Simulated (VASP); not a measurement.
OSZICAR of a VASP run on PtSe₂ (1T layered):

File OSZICAR:
```
...
DAV:  14    -0.111962636186E+03    0.54245E-06   -0.10301E-08   360   0.103E-03
   2 F= -.11196264E+03 E0= -.11196264E+03  d E =0.818736E-02
       N       E                     dE             d eps       ncg     rms          rms(c)
DAV:   1    -0.112002105148E+03   -0.39468E-01   -0.92034E-01   762   0.882E+00    0.143E+00
DAV:   2    -0.111978357162E+03    0.23748E-01   -0.16455E-01   741   0.477E+00    0.802E-01
DAV:   3    -0.111977229371E+03    0.11278E-02   -0.41004E-02   741   0.253E+00    0.359E-01
DAV:   4    -0.111974519130E+03    0.27102E-02   -0.12255E-02   741   0.109E+00    0.115E-01
DAV:   5    -0.111975279200E+03   -0.76007E-03   -0.26242E-03   734   0.612E-01    0.795E-02
DAV:   6    -0.111975103699E+03    0.17550E-03   -0.69791E-04   741   0.330E-01    0.340E-02
DAV:   7    -0.111975317707E+03   -0.21401E-03   -0.46946E-04   727   0.272E-01    0.220E-02
DAV:   8    -0.111975158833E+03    0.15887E-03   -0.10414E-04   720   0.135E-01    0.471E-03
DAV:   9    -0.111975191561E+03   -0.32728E-04   -0.72822E-06   846   0.307E-02    0.395E-03
DAV:  10    -0.111975174334E+03    0.17227E-04   -0.17766E-06   437   0.178E-02    0.677E-04
DAV:  11    -0.111975174303E+03    0.31040E-07   -0.13487E-07   360   0.443E-03
   3 F= -.11197517E+03 E0= -.11197517E+03  d E =-.435076E-02
       N       E                     dE             d eps       ncg     rms          rms(c)
DAV:   1    -0.111976522135E+03   -0.13478E-02   -0.45039E-02   727   0.157E+00    0.149E-01
DAV:   2    -0.111975693691E+03    0.82844E-03   -0.32435E-03   790   0.588E-01    0.871E-02
DAV:   3    -0.111975636691E+03    0.57000E-04   -0.75557E-04   797   0.312E-01    0.434E-02
DAV:   4    -0.111975607587E+03    0.29104E-04   -0.27422E-04   783   0.178E-01    0.182E-02
DAV:   5    -0.111975639581E+03   -0.31994E-04   -0.71531E-05   804   0.981E-02    0.132E-02
DAV:   6    -0.111975609545E+03    0.30036E-04   -0.28247E-05   734   0.684E-02    0.475E-03
DAV:   7    -0.111975635646E+03   -0.26100E-04   -0.10041E-05   720   0.418E-02    0.249E-03
DAV:   8    -0.111975626295E+03    0.93509E-05   -0.16584E-06   423   0.147E-02    0.137E-03
DAV:   9    -0.111975628766E+03   -0.24715E-05   -0.18382E-07   360   0.487E-03    0.874E-04
DAV:  10    -0.111975627601E+03    0.11650E-05   -0.54084E-08   360   0.284E-03    0.214E-04
DAV:  11    -0.111975628062E+03   -0.46115E-06   -0.19217E-08   360   0.167E-03
   4 F= -.11197563E+03 E0= -.11197563E+03  d E =-.453759E-03
       N       E                     dE             d eps       ncg     rms          rms(c)
DAV:   1    -0.111979876378E+03   -0.42488E-02   -0.19690E-01   727   0.327E+00    0.312E-01
DAV:   2    -0.111976260637E+03    0.36157E-02   -0.13965E-02   790   0.122E+00    0.181E-01
DAV:   3    -0.111976016394E+03    0.24424E-03   -0.32485E-03   797   0.647E-01    0.905E-02
DAV:   4    -0.111975948845E+03    0.67549E-04   -0.11820E-03   790   0.369E-01    0.381E-02
DAV:   5    -0.111976024109E+03   -0.75265E-04   -0.31091E-04   804   0.205E-01    0.275E-02
DAV:   6    -0.111975966387E+03    0.57722E-04   -0.12145E-04   734   0.142E-01    0.994E-03
DAV:   7    -0.111976019343E+03   -0.52955E-04   -0.43505E-05   720   0.871E-02    0.513E-03
DAV:   8    -0.111975999834E+03    0.19508E-04   -0.73564E-06   734   0.303E-02    0.312E-03
DAV:   9    -0.111976005763E+03   -0.59289E-05   -0.53767E-07   402   0.888E-03    0.200E-03
DAV:  10    -0.111976000294E+03    0.54688E-05   -0.44221E-07   360   0.845E-03    0.510E-04
DAV:  11    -0.111976003271E+03   -0.29772E-05   -0.17163E-07   360   0.497E-03    0.331E-04
DAV:  12    -0.111976003548E+03   -0.27675E-06   -0.10891E-08   360   0.119E-03
   5 F= -.11197600E+03 E0= -.11197600E+03  d E =-.829245E-03
       N       E                     dE             d eps       ncg     rms          rms(c)
DAV:   1    -0.111977454367E+03   -0.14511E-02   -0.76750E-02   720   0.206E+00    0.218E-01
DAV:   2    -0.111976549971E+03    0.90440E-03   -0.76255E-03   783   0.954E-01    0.125E-01
DAV:   3    -0.111976479178E+03    0.70792E-04   -0.11992E-03   804   0.427E-01    0.544E-02
DAV:   4    -0.111976386508E+03    0.92671E-04   -0.54366E-04   755   0.232E-01    0.271E-02
DAV:   5    -0.111976438306E+03   -0.51798E-04   -0.11246E-04   818   0.125E-01    0.143E-02
DAV:   6    -0.111976400939E+03    0.37367E-04   -0.36627E-05   727   0.769E-02    0.937E-03
DAV:   7    -0.111976446527E+03   -0.45588E-04   -0.26821E-05   720   0.667E-02    0.304E-03
DAV:   8    -0.111976431994E+03    0.14533E-04   -0.31006E-06   557   0.194E-02    0.172E-03
DAV:   9    -0.111976430954E+03    0.10393E-05   -0.31799E-07   360   0.687E-03    0.929E-04
DAV:  10    -0.111976427884E+03    0.30701E-05   -0.14391E-07   360   0.407E-03    0.413E-04
DAV:  11    -0.111976428347E+03   -0.46230E-06   -0.27527E-08   360   0.196E-03
   6 F= -.11197643E+03 E0= -.11197643E+03  d E =-.424799E-03
       N       E                     dE             d eps       ncg     rms          rms(c)
DAV:   1    -0.111986166317E+03   -0.97384E-02   -0.68682E-01   720   0.616E+00    0.655E-01
DAV:   2    -0.111978473503E+03    0.76928E-02   -0.68502E-02   790   0.286E+00    0.376E-01
DAV:   3    -0.111977662691E+03    0.81081E-03   -0.10697E-02   804   0.128E+00    0.164E-01
DAV:   4    -0.111977106474E+03    0.55622E-03   -0.49322E-03   748   0.699E-01    0.828E-02
DAV:   5    -0.111977347192E+03   -0.24072E-03   -0.10197E-03   832   0.376E-01    0.419E-02
DAV:   6    -0.111977254990E+03    0.92202E-04   -0.32449E-04   727   0.228E-01    0.286E-02
DAV:   7    -0.111977380398E+03   -0.12541E-03   -0.24188E-04   720   0.200E-01    0.891E-03
DAV:   8    -0.111977333741E+03    0.46657E-04   -0.28784E-05   755   0.586E-02    0.547E-03
DAV:   9    -0.111977334369E+03   -0.62846E-06   -0.16327E-06   640   0.149E-02
   7 F= -.11197733E+03 E0= -.11197733E+03  d E =-.133082E-02
       N       E                     dE             d eps       ncg     rms          rms(c)
DAV:   1    -0.112010704098E+03   -0.33370E-01   -0.27085E+00   720   0.122E+01    0.131E+00
DAV:   2    -0.111982819744E+03    0.27884E-01   -0.26999E-01   790   0.568E+00    0.749E-01
DAV:   3    -0.111979088372E+03    0.37314E-02   -0.41603E-02   790   0.253E+00    0.328E-01
DAV:   4    -0.111977123429E+03    0.19649E-02   -0.19732E-02   748   0.139E+00    0.169E-01
DAV:   5    -0.111977854069E+03   -0.73064E-03   -0.40630E-03   846   0.751E-01    0.810E-02
DAV:   6    -0.111977744320E+03    0.10975E-03   -0.12561E-03   748   0.449E-01    0.584E-02
DAV:   7    -0.111977947048E+03   -0.20273E-03   -0.94931E-04   720   0.396E-01    0.169E-02
DAV:   8    -0.111977848525E+03    0.98523E-04   -0.11579E-04   755   0.117E-01    0.106E-02
DAV:   9    -0.111977857289E+03   -0.87635E-05   -0.47674E-06   881   0.246E-02    0.606E-03
DAV:  10    -0.111977824845E+03    0.32444E-04   -0.92707E-06   720   0.365E-02    0.237E-03
DAV:  11    -0.111977835966E+03   -0.11121E-04   -0.18787E-06   437   0.170E-02    0.128E-03
DAV:  12    -0.111977838766E+03   -0.28002E-05   -0.28611E-07   360   0.546E-03    0.663E-04
DAV:  13    -0.111977836049E+03    0.27166E-05   -0.89172E-08   360   0.401E-03    0.427E-04
DAV:  14    -0.111977836161E+03   -0.11152E-06   -0.89953E-09   360   0.950E-04
   8 F= -.11197784E+03 E0= -.11197784E+03  d E =-.183261E-02
       N       E                     dE             d eps       ncg     rms          rms(c)
DAV:   1    -0.111976041136E+03    0.17949E-02   -0.38763E-01   734   0.463E+00    0.601E-01
DAV:   2    -0.111975841928E+03    0.19921E-03   -0.24344E-02   811   0.162E+00    0.305E-01
DAV:   3    -0.111975378251E+03    0.46368E-03   -0.50180E-03   790   0.857E-01    0.167E-01
DAV:   4    -0.111975074226E+03    0.30403E-03   -0.18464E-03   818   0.406E-01    0.324E-02
DAV:   5    -0.111975106380E+03   -0.32154E-04   -0.28250E-04   727   0.190E-01    0.217E-02
DAV:   6    -0.111975154396E+03   -0.48015E-04   -0.75901E-05   804   0.105E-01    0.115E-02
DAV:   7    -0.111975119957E+03    0.34438E-04   -0.38618E-05   720   0.790E-02    0.690E-03
DAV:   8    -0.111975144776E+03   -0.24819E-04   -0.10898E-05   734   0.463E-02    0.277E-03
DAV:   9    -0.111975137502E+03    0.72749E-05   -0.16985E-06   564   0.142E-02    0.145E-03
DAV:  10    -0.111975145476E+03   -0.79743E-05   -0.59837E-07   367   0.969E-03    0.995E-04
DAV:  11    -0.111975142496E+03    0.29795E-05   -0.11298E-07   360   0.395E-03    0.317E-04
DAV:  12    -0.111975142165E+03    0.33172E-06   -0.28422E-08   360   0.192E-03
   9 F= -.11197514E+03 E0= -.11197514E+03  d E =0.269400E-02
       N       E                     dE             d eps       ncg     rms          rms(c)
DAV:   1    -0.111979064738E+03   -0.39222E-02   -0.30554E-01   734   0.411E+00    0.525E-01
DAV:   2    -0.111978223302E+03    0.84144E-03   -0.19054E-02   811   0.144E+00    0.277E-01
DAV:   3    -0.111978171269E+03    0.52034E-04   -0.39668E-03   783   0.765E-01    0.150E-01
DAV:   4    -0.111977791570E+03    0.37970E-03   -0.15164E-03   818   0.367E-01    0.291E-02
DAV:   5    -0.111977902235E+03   -0.11066E-03   -0.22360E-04   727   0.168E-01    0.180E-02
DAV:   6    -0.111977867108E+03    0.35127E-04   -0.53440E-05   818   0.880E-02    0.100E-02
DAV:   7    -0.111977900037E+03   -0.32929E-04   -0.26626E-05   720   0.659E-02    0.553E-03
DAV:   8    -0.111977875969E+03    0.24067E-04   -0.85606E-06   720   0.416E-02    0.232E-03
DAV:   9    -0.111977883534E+03   -0.75646E-05   -0.14644E-06   521   0.138E-02    0.125E-03
DAV:  10    -0.111977877197E+03    0.63365E-05   -0.41474E-07   360   0.772E-03    0.851E-04
DAV:  11    -0.111977880164E+03   -0.29672E-05   -0.96567E-08   360   0.370E-03    0.245E-04
DAV:  12    -0.111977880091E+03    0.72926E-07   -0.18339E-08   360   0.152E-03
  10 F= -.11197788E+03 E0= -.11197788E+03  d E =-.439308E-04
```

### Question
Which electronic solver shows in the log?

### Answer
It is blocked Davidson (ALGO = Normal, or the opening steps of other solvers). The INCAR had ALGO = Normal.

### Question
Can the final energy be trusted as converged?

### Answer
The calculation finished and met its thresholds. It stopped with EDIFF = 1E-6, NELM = 100, NSW = 60 and EDIFFG = -0.02 after 10 ionic steps (SCAN meta-GGA, plane waves, VASP's PBE PAW potentials (set 64)).

The compound is PtSe2 in the 1T layered structure. This run relaxes it. Symmetry was kept, so distortions that lower it aren't found. The start is the result of an earlier pass.
